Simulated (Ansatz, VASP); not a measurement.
# Cross-check of Sb (antimonene, 3 layers, AA') between VASP and Ansatz, part 2 of 2

Wanted: the spread between two codes on one cell, functional and k mesh. The structure shown is the start of the Ansatz relaxation below; VASP solves that cell, so the two are compared at the walk's first step.

VASP 6.6.1 and Ansatz 0.2.0.

So far: Set-up; Ansatz: relaxation, r2SCAN with D4.

## Step 3: VASP: single point, r2SCAN with D4, start cell

Level of this step: r2SCAN with D4; plane waves and PAW (Sb) (VASP).

The same cell, functional, mesh and smearing now go to VASP, with its own data sets.

Lines of VASP's logs that name or quote its potential files are left out, and so is its time.

Contents of INCAR:

```
SYSTEM = Sb
PREC = Accurate
ENCUT = 440
EDIFF = 1E-06
NELM = 120
ISMEAR = -1
SIGMA = 0.05
LREAL = .FALSE.
ALGO = Normal
METAGGA = R2SCAN
IVDW = 13
VDW_S6 = 1
VDW_S8 = 0.6018749
VDW_A1 = 0.51559235
VDW_A2 = 5.77342911
LASPH = .TRUE.
NBANDS = 21
LORBIT = 11
LWAVE = .FALSE.
LCHARG = .FALSE.
ISIF = 2
LDIPOL = .TRUE.
IDIPOL = 3
DIPOL = 0.5 0.5 0.5
LVHAR = .TRUE.
GGA_COMPAT = .FALSE.
EFERMI = MIDGAP
NELMDL = -8
LMIXTAU = .TRUE.
KPAR = 2
```

Contents of POSCAR:

```
Sb
1.0
    4.1200000000      0.0000000000      0.0000000000
   -2.0600000000      3.5680250000      0.0000000000
    0.0000000000      0.0000000000     52.9500000000
Sb
6
Direct
    0.6666667134      0.3333334268      0.3966005666
    0.3333332866      0.6666665732      0.4277620397
    0.3333332866      0.6666665732      0.4844192635
    0.6666667134      0.3333334268      0.5155807365
    0.6666667134      0.3333334268      0.5722379603
    0.3333332866      0.6666665732      0.6033994334
```

Contents of KPOINTS:

```
Automatic mesh
0
Gamma
8 8 1
0 0 0
```

Potentials, in the order of the species: Sb (PBE family, release 64).

Run with:

```
mpirun -np 2 vasp_std
```

Numbers of over 12 decimals in the logs are rounded to 6 here.

The log of the run:

```text
[banner, memory and clock lines left out]
running    2 mpi-ranks, on    1 nodes
 distrk:  each k-point on    1 cores,    2 groups
 distr:  one band on    1 cores,    1 groups

 POSCAR found type information on POSCAR Sb
 POSCAR found :  1 types and       6 ions
|                                                                             |
|               ----> ADVICE to this user running VASP <----                  |
|                                                                             |
|     You enforced a specific xc type in the INCAR file but a different       |
|     [... a line on the potential file left out ...]
|     I HOPE YOU KNOW WHAT YOU ARE DOING!                                     |
|                                                                             |

 LDA part: xc-table for (None), standard interpolation
|                                                                             |
|           W    W    AA    RRRRR   N    N  II  N    N   GGGG   !!!           |
|           W    W   A  A   R    R  NN   N  II  NN   N  G    G  !!!           |
|           W    W  A    A  R    R  N N  N  II  N N  N  G       !!!           |
|           W WW W  AAAAAA  RRRRR   N  N N  II  N  N N  G  GGG   !            |
|           WW  WW  A    A  R   R   N   NN  II  N   NN  G    G                |
|           W    W  A    A  R    R  N    N  II  N    N   GGGG   !!!           |
|                                                                             |
|     One of the lattice vectors is very long (>50 A), but AMIN is rather     |
|     large. This can spoil convergence since charge sloshing might occur     |
|     along the long lattice vector. If problems with convergence are         |
|     observed, try to decrease AMIN to a smaller value (e.g. 0.01).          |
|     Note: This warning only applies if the self-consistency cycle is        |
|     used.                                                                   |
|                                                                             |

 POSCAR, INCAR and KPOINTS ok, starting setup
 FFT: planning ... GRIDC
 FFT: planning ... GRID_SOFT
 FFT: planning ... GRID
 WAVECAR not read
 entering main loop
       N       E                     dE             d eps       ncg     rms          rms(c)
DAV:   1     0.539967675553E+02    0.53997E+02   -0.72467E+03   428   0.815E+02
DAV:   2    -0.135022880850E+03   -0.18902E+03   -0.18301E+03   622   0.153E+02
DAV:   3    -0.155998914749E+03   -0.20976E+02   -0.20707E+02   503   0.571E+01
DAV:   4    -0.156737533126E+03   -0.73862E+00   -0.73615E+00   604   0.131E+01
DAV:   5    -0.156754024020E+03   -0.16491E-01   -0.16483E-01   636   0.219E+00
DAV:   6    -0.156754317757E+03   -0.29374E-03   -0.29364E-03   670   0.264E-01
DAV:   7    -0.156754325229E+03   -0.74722E-05   -0.74716E-05   618   0.370E-02
DAV:   8    -0.156754325522E+03   -0.29310E-06   -0.29283E-06   585   0.579E-03    0.450E+00
DAV:   9    -0.156541717078E+03    0.21261E+00   -0.13152E-01   505   0.247E+00    0.308E+00
DAV:  10    -0.154214718736E+03    0.23270E+01   -0.42568E-01   425   0.430E+00    0.453E-01
DAV:  11    -0.155697206124E+03   -0.14825E+01   -0.29457E-01   420   0.356E+00    0.146E-01
DAV:  12    -0.155505188842E+03    0.19202E+00   -0.72702E-03   485   0.612E-01    0.162E-01
DAV:  13    -0.155492595623E+03    0.12593E-01   -0.28247E-04   586   0.974E-02    0.157E-01
DAV:  14    -0.155452562742E+03    0.40033E-01   -0.64299E-04   468   0.204E-01    0.157E-01
[...]
DAV:  81    -0.152551608390E+03    0.12932E-02   -0.90672E-06   473   0.315E-02    0.772E-02
DAV:  82    -0.152552129260E+03   -0.52087E-03   -0.12195E-05   420   0.432E-02    0.773E-02
DAV:  83    -0.152552556289E+03   -0.42703E-03   -0.55248E-07   235   0.627E-03    0.773E-02
DAV:  84    -0.152531183773E+03    0.21373E-01   -0.22073E-03   420   0.405E-01    0.665E-02
DAV:  85    -0.152529200624E+03    0.19831E-02   -0.89469E-05   520   0.794E-02    0.610E-02
DAV:  86    -0.152530982764E+03   -0.17821E-02   -0.73341E-05   425   0.955E-02    0.568E-02
DAV:  87    -0.152530923560E+03    0.59203E-04   -0.58320E-05   420   0.882E-02    0.528E-02
DAV:  88    -0.152530923308E+03    0.25241E-06   -0.11262E-06   319   0.580E-03
   1 F= -.15326886E+03 E0= -.15326040E+03  d E =-.169262E-01
```

Parts of OUTCAR (step 3):

```text
ion  position               nearest neighbor table
   1  0.667  0.333  0.397-   2 2.89   2 2.89   2 2.89
   2  0.333  0.667  0.428-   1 2.89   1 2.89   1 2.89   3 3.00
   3  0.333  0.667  0.484-   4 2.89   4 2.89   4 2.89   2 3.00
   4  0.667  0.333  0.516-   3 2.89   3 2.89   3 2.89   5 3.00
   5  0.667  0.333  0.572-   6 2.89   6 2.89   6 2.89   4 3.00
   6  0.333  0.667  0.603-   5 2.89   5 2.89   5 2.89

  LATTYP: Found a hexagonal cell.
 ALAT       =     4.1200000000
 C/A-ratio  =    12.8519417476

 Subroutine GETGRP returns: Found 12 space group operations
 (whereof 12 operations were pure point group operations)

The static configuration has the point symmetry D_3d.

 Found     10 irreducible k-points:

   k-points           NKPTS =     10   k-points in BZ     NKDIM =     10   number of bands    NBANDS=     21

   dimension x,y,z NGX =    28 NGY =   28 NGZ =  378
   dimension x,y,z NGXF=    56 NGYF=   56 NGZF=  756

   ENCUT  =  440.0 eV  32.34 Ry    5.69 a.u.   7.05  7.05 90.56*2*pi/ulx,y,z

   NELECT =      30.0000    total number of electrons

 k-points in reciprocal lattice and weights: Automatic mesh
   0.00000000  0.00000000  0.00000000       0.016
   0.12500000  0.00000000  0.00000000       0.094
   0.25000000  0.00000000  0.00000000       0.094
   0.37500000  0.00000000  0.00000000       0.094
   0.50000000  0.00000000  0.00000000       0.047
   0.12500000  0.12500000  0.00000000       0.094
   0.25000000  0.12500000  0.00000000       0.188
   0.37500000  0.12500000  0.00000000       0.188
   0.25000000  0.25000000  0.00000000       0.094
   0.37500000  0.25000000  0.00000000       0.094

 dipolmoment           0.000000      0.000000     -0.000000 electrons x Angstroem

 average (electrostatic) potential at core
       1 -99.7683       2 -99.8773       3 -99.7063       4 -99.7063       5 -99.8773
       6 -99.7683

 E-fermi :  -1.4782

 k-point     1 :       0.0000    0.0000    0.0000
  band No.  band energies     occupation
    ...
     10      -2.7743      2.00000
     11      -2.5648      2.00000
     12      -2.5648      2.00000
     13      -2.2228      2.00000
     14      -2.2228      2.00000
     15      -1.1736      0.00451
     16      -0.7568      0.00000
     17      -0.0026      0.00000
     18      -0.0026      0.00000
     19       0.3808      0.00000
    ...

 k-point     2 :       0.1250    0.0000    0.0000
  band No.  band energies     occupation
    ...
     10      -3.5816      2.00000
     11      -3.1295      2.00000
     12      -2.9238      2.00000
     13      -2.5880      2.00000
     14      -2.5433      2.00000
     15      -0.8911      0.00002
     16      -0.6421      0.00000
     17      -0.0528      0.00000
     18       0.2333      0.00000
     19       0.3500      0.00000
    ...

 k-point     3 :       0.2500    0.0000    0.0000
  band No.  band energies     occupation
    ...
     11      -3.7539      2.00000
     12      -3.5536      2.00000
     13      -3.2250      2.00000
     14      -2.8328      2.00000
     15      -1.6289      1.90627
     16      -1.3350      0.10788
     17      -0.6679      0.00000
     18       0.2492      0.00000
     19       0.4301      0.00000
     20       0.6603      0.00000
    ...

  DFT-D4 for vdW energy calculation

  Edisp (eV):   -0.73794

  Total       3.55589     3.55589     7.44984     0.00000     0.00000     0.00000
  in kB       7.31926     7.31927    15.33438     0.00000     0.00000     0.00000
  external pressure =        9.99 kB  Pullay stress =        0.00 kB

  energy-cutoff  :      440.00
  volume of cell :      778.38
      direct lattice vectors                 reciprocal lattice vectors
     4.120000000  0.000000000  0.000000000     0.242718447  0.140133547  0.000000000
    -2.060000000  3.568025000  0.000000000     0.000000000  0.280267095  0.000000000
     0.000000000  0.000000000 52.950000000     0.000000000  0.000000000  0.018885741

 POSITION                                       TOTAL-FORCE (eV/Angst)
 -----------------------------------------------------------------------------------
      2.06000      1.18934     21.00000        -0.000000      0.000000     -0.019546
      0.00000      2.37868     22.65000        -0.000000      0.000000     -0.963450
      0.00000      2.37868     25.65000         0.000000     -0.000000      0.568551
      2.06000      1.18934     27.30000         0.000000     -0.000000     -0.568551
      2.06000      1.18934     30.30000         0.000000     -0.000000      0.963450
      0.00000      2.37868     31.95000         0.000000     -0.000000      0.019546
 -----------------------------------------------------------------------------------
    total drift:                                0.000000     -0.000000     -0.000000

  FREE ENERGIE OF THE ION-ELECTRON SYSTEM (eV)
  ---------------------------------------------------
  free  energy   TOTEN  =      -153.2688603799 eV

  energy  without entropy=     -153.2519341313  energy(sigma->0) =     -153.26039726

 vacuum level on the upper side and lower side of the slab         2.685         2.685

 total charge
# of ion       s       p       d       tot
------------------------------------------
    1        1.195   1.150   0.028   2.373
    2        1.198   1.171   0.036   2.404
    3        1.216   1.151   0.037   2.404
    4        1.216   1.151   0.037   2.404
    5        1.198   1.171   0.036   2.404
    6        1.195   1.150   0.028   2.373
--------------------------------------------------
tot          7.218   6.944   0.202  14.363

[... 3 further parts left out ...]
```

## Step 4: Comparison

Known differences besides the potentials themselves: VASP keeps PBE cores, Ansatz makes them for the functional; Ansatz cuts the interaction across the vacuum, VASP repeats the sheet with a dipole correction; the data sets hold 90 valence electrons in Ansatz (on its default PAW (the set named soft_2) files) and 30 in VASP; the cutoff is 500 eV in Ansatz and 440 eV in VASP. Total energies have different zeros and are not compared.

Forces (eV/Å; atoms numbered as in POSCAR):

```csv
atom,"Ansatz x, y, z","VASP x, y, z"
Sb1,"0.000, 0.000, 0.197","0.000, 0.000, -0.020"
Sb2,"0.000, 0.000, -1.054","0.000, 0.000, -0.963"
Sb3,"0.000, 0.000, 0.656","0.000, 0.000, 0.569"
Sb4,"0.000, 0.000, -0.656","0.000, 0.000, -0.569"
Sb5,"0.000, 0.000, 1.054","0.000, 0.000, 0.963"
Sb6,"0.000, 0.000, -0.197","0.000, 0.000, 0.020"
```

The forces differ by 84 meV/Å r.m.s., which is 22.4 % of the r.m.s. force of 0.373 eV/Å (both taken over all components). VASP's last cycles still show a density residual of 5e-03, so its state may not be settled. With vacuum in the cell, a pressure given here is an average over mostly empty space and none of the material.

## Step 5: Further runs

Further runs change the set-up of one program: Ansatz's method, potentials or start, or VASP's data sets, cutoff or form of LDA. The table gives that difference for each run.

```csv
run,r.m.s. force difference (meV/Å)
as above,84
VASP with the data sets Sb_d_GW,8.3
```

## Step 6: Results

```yaml
r_m_s_force_difference_single_point_r2scan_with_d4_start_cell: 22 % of the r.m.s. force
```

The r.m.s. force difference is 22 % of the r.m.s. force (single point, r2SCAN with D4, start cell), beyond the 3 % picked in this series as the mark of a large difference. The data sets hold unlike numbers of valence electrons (90 in Ansatz and 30 in VASP), so part of the differences comes from the potentials. Single point, r2SCAN with D4, start cell, VASP with the data sets Sb_d_GW: r.m.s. force difference goes from 84 to 8.3 meV/Å. VASP runs on this material, other cells of it included, that failed, so that no pair exists: single point, r2SCAN (not converged). How closely two codes agree says nothing of how well the functional describes the real material.

[Lines on the potential files, build, host, timing and source positions are cut from VASP's logs without a mark.]

[Logs are printed without paths, hosts, clocks, repeated set-up lines and the standing remarks that a program may print on its own settings, such as how far it seeks lower states.]

[Hosts, paths, dates, database ids (printed as entryN), source tags and the programs' standing remarks are cut or masked in the printed files.]
